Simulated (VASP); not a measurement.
Output of a VASP run:

### OSZICAR
```
       N       E                     dE             d eps       ncg     rms          rms(c)
DAV:   1     0.116055967490E+03    0.11606E+03   -0.81803E+03   532   0.815E+02
DAV:   2    -0.314010172913E+01   -0.11920E+03   -0.11453E+03   733   0.164E+02
DAV:   3    -0.124958617024E+02   -0.93558E+01   -0.80645E+01   706   0.439E+01
DAV:   4    -0.129489151242E+02   -0.45305E+00   -0.44349E+00   649   0.936E+00
DAV:   5    -0.129655862441E+02   -0.16671E-01   -0.16647E-01   683   0.191E+00    0.309E+00
DAV:   6    -0.129339353886E+02    0.31651E-01   -0.22950E+00   674   0.797E+00    0.472E+00
DAV:   7    -0.126006003165E+02    0.33334E+00   -0.13575E+00   617   0.635E+00    0.103E+00
DAV:   8    -0.126206653205E+02   -0.20065E-01   -0.31133E-01   658   0.383E+00    0.157E+00
DAV:   9    -0.125876868615E+02    0.32978E-01   -0.19314E-01   681   0.261E+00    0.424E-01
DAV:  10    -0.125894214542E+02   -0.17346E-02   -0.82029E-03   588   0.571E-01    0.993E-02
DAV:  11    -0.125897172777E+02   -0.29582E-03   -0.51848E-04   716   0.135E-01    0.630E-02
DAV:  12    -0.125897878020E+02   -0.70524E-04   -0.91935E-05   588   0.593E-02    0.202E-02
DAV:  13    -0.125897961836E+02   -0.83816E-05   -0.23792E-05   634   0.342E-02    0.467E-03
DAV:  14    -0.125897980558E+02   -0.18722E-05   -0.28314E-06   551   0.101E-02    0.176E-03
DAV:  15    -0.125897983616E+02   -0.30577E-06   -0.26488E-07   296   0.304E-03
   1 F= -.12589798E+02 E0= -.12492064E+02  d E =-.195469E+00
```

### OUTCAR
```
------------------------ aborting loop because EDIFF is reached ----------------------------------------
  FORCE on cell =-STRESS in cart. coord.  units (eV):
  Direction    XX          YY          ZZ          XY          YZ          ZX
  --------------------------------------------------------------------------------------
  Total      -11.2499188    -10.7845132    -10.7536125      0.1847071      0.1923401     -0.0125812
  in kB     -104.0314950    -99.7277449    -99.4419965      1.7080437      1.7786289     -0.1163422
  external PRESSURE =    -101.0670788 kB  Pullay stress =       0.0000000 kB
  volume of cell :      173.26
      direct lattice vectors                 reciprocal lattice vectors
     2.552739000 -6.745704000  0.000000000     0.195868046 -0.074121248  0.000000000
     2.552739000  6.745704000  0.000000000     0.195868046  0.074121248  0.000000000
     0.000000000  0.000000000  5.030735000     0.000000000  0.000000000  0.198778111
 POSITION                                       TOTAL-FORCE (eV/Angst)
 -----------------------------------------------------------------------------------
      2.51310     -0.87676      1.26949        -0.160015     -0.140971      0.035219
      2.52626      0.89321      3.75003        -0.173920      0.221464     -0.084856
      2.61467     -4.76583      1.27832         0.234314     -0.657097      0.116103
      2.55693      4.74938      3.76363         0.099622      0.576604     -0.066465
 -----------------------------------------------------------------------------------
    total drift:                               -0.000001     -0.000054     -0.000056
  FREE ENERGIE OF THE ION-ELECTRON SYSTEM (eV)
  ---------------------------------------------------
  free  energy   TOTEN  =       -12.5897983616 eV

  energy  without entropy=      -12.3943295108  energy(sigma->0) =      -12.49206394
```
(Selected blocks of OUTCAR.)

POSCAR:
```
SbPt
1
    2.5527390000    -6.7457040000     0.0000000000
    2.5527390000     6.7457040000     0.0000000000
    0.0000000000     0.0000000000     5.0307350000
Sb Pt
2 2
Direct
  0.5572220000   0.4272490000   0.2523470000
  0.4286080000   0.5610200000   0.7454240000
  0.8653800000   0.1588810000   0.2541020000
  0.1487900000   0.8528500000   0.7481270000
```

Question: Reconstruct the remaining input files.

Answer: Several could match; the one computed here: the input of the run itself, PBE GGA, plane waves, VASP's PBE PAW potentials (set 64).

File KPOINTS:
```
kpoints
0
G
  3 3 3
```

### INCAR
```
# general
SYSTEM  = SbPt
PREC    = Accurate
ENCUT   = 300   # plane-wave cut-off (eV)
LREAL   = .False.   # projection in real space or not
LASPH   = .True.

# electronic loop
EDIFF   = 1E-6   # SCF stop (eV)
NELM    = 100
ALGO    = Normal   # blocked Davidson
LMAXMIX = 6   # l cut-off of mixed one-centre charges

# smearing
ISMEAR  = -1   # Fermi-Dirac
SIGMA   = 0.1

# functional
GGA     = PE   # PBE

# ions
ISIF    = 2

# output
LWAVE   = .False.
LCHARG  = .False.
```

POTCAR, in this order: Sb Pt (PBE.64 set). Program: vasp_std.

At this cut-off the stress carries a Pulay error, which pulls relaxed volumes low.

The structure was generated: SbPt was put into an ordered model structure, which need not be its known phase. The cell was not relaxed at this level, atoms are displaced from their ideal sites. The k-mesh is coarse (spacing up to 0.44 per Å, 2π included), so the numbers may not be converged in it.
